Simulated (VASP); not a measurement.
Calculation: PBE GGA, VASP's PBE PAW potentials (set 64) (plane waves; VASP).

Input for VASP

KPOINTS:
```
Regular mesh
0
gamma
10 10 10
```

### POSCAR
```
Cs
1.0
 -3.0746745352   3.0746745352   3.0746745352
  3.0746745352  -3.0746745352   3.0746745352
  3.0746745352   3.0746745352  -3.0746745352
Cs
1
Direct
  0.0000000000   0.0000000000   0.0000000000
```

INCAR:
```
! general
SYSTEM  = Cs
PREC    = Accurate
ENCUT   = 520
LREAL   = .False.
LASPH   = .True.

! electronic loop
EDIFF   = 1E-7
NELM    = 100
ALGO    = Normal
LMAXMIX = 4

! smearing
ISMEAR  = -5

! functional
GGA     = PE

! ions
ISIF    = 2

! output
LWAVE   = .False.
LCHARG  = .True.
LORBIT  = 11
NEDOS   = 601
```

POTCAR, in this order: Cs_sv (PBE.64 set). Program: vasp_std.

Output

OSZICAR:
```
       N       E                     dE             d eps       ncg     rms          rms(c)
DAV:   1     0.565015842599E+02    0.56502E+02   -0.30020E+03   752   0.787E+02
DAV:   2     0.444467863282E+01   -0.52057E+02   -0.51443E+02  1056   0.119E+02
DAV:   3    -0.777280286444E+00   -0.52220E+01   -0.52217E+01   752   0.470E+01
DAV:   4    -0.848991474755E+00   -0.71711E-01   -0.71715E-01  1424   0.699E+00
DAV:   5    -0.849022245250E+00   -0.30770E-04   -0.30765E-04   960   0.101E-01    0.130E-01
DAV:   6    -0.849552576443E+00   -0.53033E-03   -0.14468E-03  1328   0.222E-01    0.898E-02
DAV:   7    -0.850512848404E+00   -0.96027E-03   -0.36719E-03   880   0.368E-01    0.364E-02
DAV:   8    -0.850608933840E+00   -0.96085E-04   -0.13512E-04  1136   0.900E-02    0.434E-03
DAV:   9    -0.850610206238E+00   -0.12724E-05   -0.35916E-06  1232   0.117E-02    0.286E-03
DAV:  10    -0.850609338472E+00    0.86777E-06   -0.94892E-07  1080   0.577E-03    0.454E-04
DAV:  11    -0.850609468096E+00   -0.12962E-06   -0.21098E-08   944   0.106E-03    0.177E-04
DAV:  12    -0.850609517949E+00   -0.49852E-07   -0.85043E-09   696   0.506E-04
   1 F= -.85060952E+00 E0= -.85060952E+00  d E =0.000000E+00
```

File OUTCAR:
```
------------------------ aborting loop because EDIFF is reached ----------------------------------------
  FORCE on cell =-STRESS in cart. coord.  units (eV):
  Direction    XX          YY          ZZ          XY          YZ          ZX
  --------------------------------------------------------------------------------------
  Total        0.0014412      0.0014412      0.0014412      0.0000000      0.0000000     -0.0000000
  in kB        0.0198602      0.0198602      0.0198602      0.0000000      0.0000000     -0.0000000
  external PRESSURE =       0.0198602 kB  Pullay stress =       0.0000000 kB
  volume of cell :      116.27
      direct lattice vectors                 reciprocal lattice vectors
    -3.074674535  3.074674535  3.074674535     0.000000000  0.162618838  0.162618838
     3.074674535 -3.074674535  3.074674535     0.162618838  0.000000000  0.162618838
     3.074674535  3.074674535 -3.074674535     0.162618838  0.162618838  0.000000000
 POSITION                                       TOTAL-FORCE (eV/Angst)
 -----------------------------------------------------------------------------------
      0.00000      0.00000      0.00000        -0.000000     -0.000000     -0.000000
 -----------------------------------------------------------------------------------
    total drift:                               -0.000000      0.000000     -0.000000
  FREE ENERGIE OF THE ION-ELECTRON SYSTEM (eV)
  ---------------------------------------------------
  free  energy   TOTEN  =        -0.8506095179 eV

  energy  without entropy=       -0.8506095179  energy(sigma->0) =       -0.85060952

 total charge

# of ion       s       p       d       tot
------------------------------------------
    1        1.854   4.681   0.009   6.544
```
(Selected blocks of OUTCAR.)

For a metal the tetrahedron method with Blöchl corrections gives inexact stress and forces.

The compound is Cs in the bcc structure. It was relaxed first.
